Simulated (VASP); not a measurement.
The input files of a VASP run:

**POSCAR**
```
BaGaH5
1
    4.9018886304     0.0000000000    -0.0009217207
    0.0000000000     4.5038807482     0.0000000000
   -0.0240124327     0.0000000000     8.4259181821
Ba Ga H
2 2 10
Direct
  0.2456834830   0.2409986871   0.3385924017
  0.7543165170   0.7409986871   0.6614075983
  0.7432303059   0.8298700111   0.1427342149
  0.2567696941   0.3298700111   0.8572657851
  0.7442346504   0.1837941744   0.1575865662
  0.2557653496   0.6837941744   0.8424134338
  0.9970621820   0.7255109971   0.2500635498
  0.0029378180   0.2255109971   0.7499364502
  0.4702872818   0.7266301890   0.2308188068
  0.5297127182   0.2266301890   0.7691811932
  0.7609461484   0.7027404332   0.9697757733
  0.2390538516   0.2027404332   0.0302242267
  0.7467845475   0.2389455080   0.4833718926
  0.2532154525   0.7389455080   0.5166281074
```

**KPOINTS**
```
Regular mesh
0
Gamma
4 5 3
0 0 0
```

### INCAR
```
# general
SYSTEM =BaGaH5
PREC   =Accurate
ENCUT  =400
LREAL  =Auto
LASPH  =.TRUE.

# electronic loop
EDIFF  =1E-6
NELM   =100
ALGO   =Normal
LMAXMIX=4
LMIXTAU=.TRUE.

# smearing
ISMEAR =0
SIGMA  =0.05

# functional
METAGGA=R2SCAN

# ions
IBRION =2
NSW    =60
ISIF   =3
EDIFFG =-0.02

# output
LWAVE  =.FALSE.
LCHARG =.FALSE.
```

POTCAR, in this order: Ba_sv Ga_d H (PBE.64 set). Program: vasp_std.

Q: Translate this r2SCAN calculation to Ansatz.

A: One equivalent input (not run):
Ansatz 0.2 input:
```yaml
crystal:
  lattice:
    - [4.9018886, 0.0000000, -0.0009217]
    - [0.0000000, 4.5038807, 0.0000000]
    - [-0.0240124, 0.0000000, 8.4259182]
  atoms:
    - { symbol: Ba, position: [0.2456835, 0.2409987, 0.3385924] }
    - { symbol: Ba, position: [0.7543165, 0.7409987, 0.6614076] }
    - { symbol: Ga, position: [0.7432303, 0.8298700, 0.1427342] }
    - { symbol: Ga, position: [0.2567697, 0.3298700, 0.8572658] }
    - { symbol: H, position: [0.7442347, 0.1837942, 0.1575866] }
    - { symbol: H, position: [0.2557653, 0.6837942, 0.8424134] }
    - { symbol: H, position: [0.9970622, 0.7255110, 0.2500635] }
    - { symbol: H, position: [0.0029378, 0.2255110, 0.7499365] }
    - { symbol: H, position: [0.4702873, 0.7266302, 0.2308188] }
    - { symbol: H, position: [0.5297127, 0.2266302, 0.7691812] }
    - { symbol: H, position: [0.7609461, 0.7027404, 0.9697758] }
    - { symbol: H, position: [0.2390539, 0.2027404, 0.0302242] }
    - { symbol: H, position: [0.7467845, 0.2389455, 0.4833719] }
    - { symbol: H, position: [0.2532155, 0.7389455, 0.5166281] }
kpoints:
  mp_grid: { grid: [4, 5, 3] }
hamiltonian:
  xc: r2scan
  pseudopotentials: { kind: paw }
scf:
  occupations: { method: gaussian, width: 0.05 }
  max_iter: 100
relax:
  max_steps: 60
  f_tol: 0.02
  cell: {}
output: { forces: true, stress: true, eigenvalues: true }
```
The two are equivalent in intent, not identical: each code has its own PAW files, so the cut-off isn't converted (ENCUT is set for VASP's; basis.ecutwfc is left out, and Ansatz then takes the one that its files recommend); Ansatz stops its SCF on the density residual and VASP on the energy change (EDIFF).

The structure comes from a computed database's BaGaH5 entry (P2_1); how it stands against other phases isn't given here. This run relaxes it. Symmetry was kept, so distortions that lower it aren't found. The start is the result of an earlier pass.
